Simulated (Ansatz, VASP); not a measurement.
# KVSe3: VASP beside Ansatz

Wanted: the spread between two codes on one cell, functional and k mesh. The cell is generated by rule, not measured, and may not be a known phase. The cell is taken from a series of runs on this material, whose earlier steps may have relaxed, scaled, displaced or heated it; both programs get it as it stands.

Program: Ansatz 0.2.0. Level of theory: plane waves, with VASP 6.6.1 beside it; zone-centre phonons at PBEsol. Results are calculated unless marked as measured.

The structure was built from a prototype and need not be the compound's stable phase.

### 1. The structure

It takes space group P4mm (No. 99, tetragonal). Conventional cell: a = 4.664 Å, b = 4.664 Å, c = 5.662 Å, α = 90.00°, β = 90.00°, γ = 90.00°. Nearest to K lie 12 Se at 3.30 to 3.69 Å. Nearest to V lie 5 Se at 2.19 to 2.44 Å. Nearest to Se lie 2 V at 2.44 Å and 4 K at 3.65 to 3.69 Å. Nearest to Se lie 1 V at 2.19 Å and 4 K at 3.30 Å. Farther neighbours and most contacts between anions are not listed.

Structure file:

```cif
data_structure
_symmetry_space_group_name_H-M 'P 1'
_symmetry_Int_Tables_number 1
_cell_length_a 4.6637
_cell_length_b 4.6637
_cell_length_c 5.6622
_cell_angle_alpha 90.000
_cell_angle_beta 90.000
_cell_angle_gamma 90.000
_cell_volume 123.15
loop_
_atom_site_label
_atom_site_type_symbol
_atom_site_fract_x
_atom_site_fract_y
_atom_site_fract_z
_atom_site_occupancy
K1 K 0.00000 0.00000 0.97971 1
V2 V 0.50000 0.50000 0.60018 1
Se3 Se 0.50000 0.00000 0.47546 1
Se4 Se 0.50000 0.50000 0.98779 1
Se5 Se 0.00000 0.50000 0.47546 1
```

### 2. Ansatz: zone-centre phonons, PBEsol

Ansatz runs on its PAW soft_1 files.

Second derivatives magnify differences that forces hide, and they need a tight electronic threshold.

input.yaml

```yaml
crystal:
  lattice:
    - [4.6636674864, 0.0, 0.0]
    - [0.0, 4.6636674864, 0.0]
    - [0.0, 0.0, 5.6622121893]
  atoms:
    - { symbol: K, position: [0.0, 0.0, 0.9797117282] }
    - { symbol: V, position: [0.5, 0.5, 0.6001800971] }
    - { symbol: Se, position: [0.5, 0.0, 0.4754561654] }
    - { symbol: Se, position: [0.5, 0.5, 0.9877865941] }
    - { symbol: Se, position: [0.0, 0.5, 0.4754561654] }
kpoints:
  mp_grid: { grid: [8, 8, 6] }
hamiltonian:
  xc: pbesol
  pseudopotentials: { kind: paw, azcp: { folder: soft_1 }, xc_functional: pbe }
scf:
  occupations: { method: methfessel_paxton, width: 0.2 }
output:
  eigenvalues: true
phonons:
  method: dfpt
```

Run with:

```
$ ansatz run input.yaml --threads 8 --pin off --max-ram 16384MiB --backend cpu --events-out ev --progress --plain --runs-dir out
```

Numbers of over 12 decimals in the logs are rounded to 6 here.

Log:

```text
zone centre: on kpoints.mp_grid the ground state, and the responses unless they are solved on pairs of k-points, stand on 100 of the mesh's 384 k-points, reduced under 4 symmetry operations, with k and −k counted as one. Each operation leaves every solved displacement unchanged or reverses it
Engine: ansatz 0.2.0, aarch64-unknown-linux-gnu
Pseudopotentials: kind: paw
Pseudopotential: K, paw, valence charge 9, recommended cutoff 420 eV (normal), soft_1/K.paw.azcp
Pseudopotential: V, paw, valence charge 13, recommended cutoff 420 eV (normal), soft_1/V.paw.azcp
Pseudopotential: Se, paw, valence charge 16, recommended cutoff 420 eV (normal), soft_1/Se.paw.azcp
Functional definition: PBEsol
  exchange = pbesol_x
  correlation = pbesol_c
Crystal: 5 atoms, lattice volume = 123.152 Å³
Basis set: ecut = 420 eV, 2411 PW (Γ), exchange–correlation on 64×64×80 points (8 copies of the dense FFT grid, shifted against one another)
Bands: 42, of which v1, the nominal top of the filled ones, is band 35 counted from 1 (34 counted from 0)
Symmetry: 8 space group operations
k-points: 100 of 384 (irreducible under 4 space group operations, time reversal used)
Non-local potential: K, projectors of the file, l = 0: 3, l = 1: 2, l = 2: 2
Non-local potential: V, projectors of the file, l = 0: 3, l = 1: 2, l = 2: 3, l = 3: 1
Non-local potential: Se, projectors of the file, l = 0: 2, l = 1: 2, l = 2: 3, l = 3: 1
PAW form: soft (Blöchl's): semilocal exchange-correlation on the pseudo side does not see the compensation charge
PAW frozen core: K, regenerated for the run's functional, and the local potential with it (the file was generated under x = pbe(κ = 0.804, μ = 0.219515), c = pbe(β = 0.066725))
PAW frozen core: V, regenerated for the run's functional, and the local potential with it (the file was generated under x = pbe(κ = 0.804, μ = 0.219515), c = pbe(β = 0.066725))
PAW frozen core: Se, regenerated for the run's functional, and the local potential with it (the file was generated under x = pbe(κ = 0.804, μ = 0.219515), c = pbe(β = 0.066725))
PAW one-centre angular grid: K, 110 points (default); XC on 64 Gauss nodes
PAW one-centre angular grid: V, 590 points (default); XC on 64 Gauss nodes
PAW one-centre angular grid: Se, 590 points (default); XC on 64 Gauss nodes
Initial density: superposition of atomic densities (chi_scale 0.1, normalization cell, long waves kept (reshape's long-wave potential 0.01 eV rms))
Initial wavefunctions: pseudopotential atomic-orbital guess
Functional: x = pbesol(κ = 0.804, μ = 0.123457), c = pbesol(β = 0.046)
SCF iter   1: F=—  HF=-20683.751415 eV  |F-HF|=—  |Δ(HF+E_count)|=         —  Δρ=2.09e-1  dr2=9.56e1  ethr=3.10e-3  ⟨swp⟩=7.3  Hψ=15843  notcnv=0
preconditioner: auto → Kerker (q_TF=auto, 2.483 Å⁻¹)  [metal: Δε(μ)=0.017 eV  Ē_g=9.281 eV  σ=0.200 eV  W_gap=0.07  n_scr=28 (ndim 8)  ℏωp=18.3 eV  f_vac=0.001  D(μ)=4.62/eV (n_scr^D=36)]
SCF iter   2: F=—  HF=-20678.787237 eV  |F-HF|=—  |Δ(HF+E_count)|=    4.96e0  S|Δr|=    0.00e0  Δρ=7.80e-2  dr2=1.62e1  ethr=3.10e-3  ⟨swp⟩=3.0  Hψ=7421  notcnv=0  defer=68
SCF iter   3: F=—  HF=-20677.393942 eV  |F-HF|=—  |Δ(HF+E_count)|=    1.39e0  S|Δr|=    0.00e0  Δρ=1.20e-2  dr2=4.00e-1  ethr=3.10e-3  ⟨swp⟩=2.9  Hψ=6411  notcnv=0  defer=68
SCF iter   4: F=—  HF=-20677.323346 eV  |F-HF|=—  |Δ(HF+E_count)|=   7.06e-2  S|Δr|=    0.00e0  Δρ=5.61e-3  dr2=1.11e-1  ethr=5.72e-4  ⟨swp⟩=2.5  Hψ=5558  notcnv=0  defer=31
SCF iter   5: F=—  HF=-20677.296057 eV  |F-HF|=—  |Δ(HF+E_count)|=   2.73e-2  S|Δr|=    0.00e0  Δρ=2.51e-3  dr2=2.48e-2  ethr=1.58e-4  ⟨swp⟩=2.0  Hψ=5255  notcnv=0  defer=31
SCF iter   6: F=—  HF=-20677.290543 eV  |F-HF|=—  |Δ(HF+E_count)|=   5.51e-3  S|Δr|=    0.00e0  Δρ=1.14e-3  dr2=3.37e-3  ethr=3.54e-5  ⟨swp⟩=2.1  Hψ=5605  notcnv=0  defer=29
SCF iter   7: F=—  HF=-20677.289810 eV  |F-HF|=—  |Δ(HF+E_count)|=   7.33e-4  S|Δr|=    0.00e0  Δρ=3.74e-4  dr2=4.70e-4  ethr=4.81e-6  ⟨swp⟩=2.0  Hψ=7091  notcnv=0  defer=29
SCF iter   8: F=—  HF=-20677.289631 eV  |F-HF|=—  |Δ(HF+E_count)|=   1.79e-4  S|Δr|=    0.00e0  Δρ=2.11e-4  dr2=1.21e-4  ethr=6.71e-7  ⟨swp⟩=2.0  Hψ=7471  notcnv=0  defer=29
SCF iter   9: F=—  HF=-20677.289636 eV  |F-HF|=—  |Δ(HF+E_count)|=   4.70e-6  S|Δr|=    0.00e0  Δρ=8.13e-5  dr2=1.74e-5  ethr=1.73e-7  ⟨swp⟩=2.0  Hψ=7248  notcnv=0  defer=29
SCF iter  10: F=—  HF=-20677.289640 eV  |F-HF|=—  |Δ(HF+E_count)|=   4.14e-6  S|Δr|=    0.00e0  Δρ=2.89e-5  dr2=1.63e-6  ethr=2.48e-8  ⟨swp⟩=2.0  Hψ=7583  notcnv=0  defer=29
SCF iter  11: F=—  HF=-20677.289640 eV  |F-HF|=—  |Δ(HF+E_count)|=   6.50e-7  S|Δr|=    0.00e0  Δρ=1.12e-5  dr2=2.74e-7  ethr=2.32e-9  ⟨swp⟩=2.0  Hψ=7599  notcnv=0  defer=29
SCF iter  12: F=—  HF=-20677.289640 eV  |F-HF|=—  |Δ(HF+E_count)|=   5.13e-8  S|Δr|=    0.00e0  Δρ=6.29e-6  dr2=1.15e-7  ethr=3.91e-10  ⟨swp⟩=2.0  Hψ=7536  notcnv=0  defer=29
SCF iter  13: F=—  HF=-20677.289640 eV  |F-HF|=—  |Δ(HF+E_count)|=   1.19e-8  S|Δr|=    0.00e0  Δρ=3.04e-6  dr2=2.84e-8  ethr=1.65e-10  ⟨swp⟩=2.0  Hψ=7451  notcnv=0  defer=29
SCF iter  14: F=—  HF=-20677.289640 eV  |F-HF|=—  |Δ(HF+E_count)|=   2.66e-9  S|Δr|=    0.00e0  Δρ=1.40e-6  dr2=4.37e-9  ethr=4.06e-11  ⟨swp⟩=2.0  Hψ=5629  notcnv=0  defer=29
SCF iter  15: F=—  HF=-20677.289640 eV  |F-HF|=—  |Δ(HF+E_count)|=  3.64e-12  S|Δr|=    0.00e0  Δρ=5.70e-7  dr2=6.28e-10  ethr=6.25e-12  ⟨swp⟩=2.0  Hψ=5642  notcnv=0  defer=29
SCF iter  16: F=—  HF=-20677.289640 eV  |F-HF|=—  |Δ(HF+E_count)|=  9.09e-11  S|Δr|=    0.00e0  Δρ=2.69e-7  dr2=1.32e-10  ethr=1.00e-12  ⟨swp⟩=2.0  Hψ=7283  notcnv=0  defer=29
SCF iter  17: F=—  HF=-20677.289640 eV  |F-HF|=—  |Δ(HF+E_count)|=  2.91e-11  S|Δr|=    0.00e0  Δρ=1.07e-7  dr2=3.42e-11  ethr=1.00e-12  ⟨swp⟩=2.0  Hψ=5457  notcnv=0  defer=29
SCF iter  18: F=-20677.289640 eV  HF=-20677.289640 eV  |F-HF|=1.09e-11  |Δ(HF+E_count)|=  7.28e-12  S|Δr|=    0.00e0  Δρ=6.17e-8  dr2=6.92e-12  ethr=1.00e-12  ⟨swp⟩=8.0  Hψ=20711  notcnv=0
SCF 1 converged in 18 iterations: F = -20677.289640 eV  dr2 = 6.92e-12
  greatest PAW one-centre occupation: 1.000 electrons in one spin orbital (limit 2), on the Se atom at site 4 (counted from 0), in its partial waves of l = 2
DFPT response loops at Γ: preconditioner auto → Kerker (q_TF=auto, 2.483 Å⁻¹) (partly filled bands, converged f_vac=0.034); β = 1.00, the filter's whole step (`scf.mixing.beta` (0.50) is not read by the response loops under this deck's `scf.mixing.preconditioner`; to damp them name `kerker` or `kerker_dos`, under which they read `scf.mixing.beta`, and type it under 1.00, their step now; both keys bind the ground state too); Broyden in place of MSR1
SCF converged after 18 iterations
Stability not checked: this state was not tested for a lower state beside it, because cold or Methfessel-Paxton smearing, or corrected tetrahedra, fill the levels in a way that the test cannot read (fill_not_monotonic; see scf.lower_state_search)
Free energy (F): -20677.289640 eV
Harris-Foulkes:  -20677.289640 eV  (|F-HF|=1.09e-11)
Internal energy: -20677.303335 eV  (E = F + TS)
E sigma→0 (E₀):  -20677.293064 eV
Entropy (-TS):   0.013694 eV (2.739 meV/atom)
Fermi energy:    7.661354 eV
--- Per-component energies (eV) ---
  E_band       = -1523.503663
  E_kinetic    = 882.627962
  E_local      = -10690.696798  (includes V_loc(G=0)·N_el)
  E_nonlocal   = -961.736534
  E_hartree    = 5317.891149
  E_xc         = -501.150430
  E_vxc        = -579.542531  (∫ρ·V_xc dr)
  E_paw        = -8120.090444  (= ΣΔE_a)
  E_vpaw       = -809.938077  (= ΣTr[D̂ρ^β])
  E_aug_tail   = -0.000039  (compensation charges beyond the density's cutoff)
  E_ewald      = -6607.431122
  E_core_change = 3.282920  (= ΣΔE_core)
  E_smearing   = 0.013694  (= −TS)
  E_closure    = 0.000000  (closes the sum)
  Σ components = -20677.289640   (vs F -20677.289640, Δ=0.00e0)
--- Band table (eV; the first three rows and the last of 100) ---
  k-point 0: bands = [... 31 lower, 5.4770, 5.7221, 6.9021, 7.1749, 7.1749, 8.9836, 8.9836, 9.1565, ... 3 higher]
  k-point 1: bands = [... 31 lower, 5.3402, 5.6636, 6.9048, 7.1848, 7.1848, 8.9482, 8.9482, 9.1107, ... 3 higher]
  k-point 2: bands = [... 31 lower, 5.2040, 5.5527, 6.9102, 7.2092, 7.2092, 8.8762, 8.8762, 9.0437, ... 3 higher]
  k-point 99: bands = [... 31 lower, 4.4819, 7.1425, 7.1425, 7.8298, 7.8298, 8.1137, 8.7444, 9.1448, ... 3 higher]
--- Phonons (Γ-DFPT): 9 representative perturbations + reference, on 100 of 384 k-points (Σ response iterations 29) ---
  k mesh reduced under 4 symmetry operations, with k and −k counted as one. Each operation leaves every solved displacement unchanged or reverses it
  ASR residual: 4.449e-5 → 0.000e0 eV/Å²; symmetrization residual: 6.622e-6 eV/Å²
  ASR residual per site (eV/Å²): 4.40e-6 2.98e-5 4.45e-5 1.12e-5 4.45e-5
  Γ frequencies (cm⁻¹): -77.38 -77.38 0.00 0.00 0.00 63.64 71.40 86.28 86.28 133.00 133.40 133.40 229.52 229.52 375.93
  non-analytic LO–TO correction: not included (Born effective charges unavailable; polar crystals: no LO–TO splitting at Γ)
```

(Continued in part 2 of 3.)

[Lines on the potential files, build, host, timing and source positions are cut from VASP's logs without a mark.]

[Logs are printed without paths, hosts, clocks, repeated set-up lines and the standing remarks that a program may print on its own settings, such as how far it seeks lower states.]

[Hosts, paths, dates, database ids (printed as entryN), source tags and the programs' standing remarks are cut or masked in the printed files.]
